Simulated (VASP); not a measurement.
Calculation: PBE GGA, VASP's PBE PAW potentials (set 64) (plane waves; VASP).

The input files of a VASP run:

POSCAR:
```
Ca
1
    0.0000000000     2.8333030000     2.8333030000
    2.8333030000     0.0000000000     2.8333030000
    2.8333030000     2.8333030000     0.0000000000
Ca
1
Direct
  0.0000000000   0.0000000000   0.0000000000
```

KPOINTS:
```
Automatic mesh
0
Gamma
10 10 10
0 0 0
```

INCAR:
```
ALGO = Normal
EDIFF = 1E-6
ENCUT = 300
GGA = PE
ISIF = 2
ISMEAR = 0
LASPH = .True.
LCHARG = .False.
LREAL = .False.
LWAVE = .False.
NELM = 100
PREC = Accurate
SIGMA = 0.03
SYSTEM = Ca
```

POTCAR, in this order: Ca_sv (PBE.64 set). Program: vasp_std.

Q: What will the output report for the number of irreducible k-points (NKPTS), largest plane-wave count, number of space-group operations, FFT grid (NGX, NGY, NGZ)?

A: 
```
Item                                           Value
--------------------------------------  ------------
number of irreducible k-points (NKPTS)            47
largest plane-wave count                         548
number of space-group operations                  48
FFT grid (NGX, NGY, NGZ)                24 × 24 × 24
```

The structure comes from a computed database's Ca entry; how it stands against other phases isn't given here. The cell was not relaxed at this level. The run is one of a series of settings (SIGMA = 0.03 against the base run), some of them coarse on purpose.
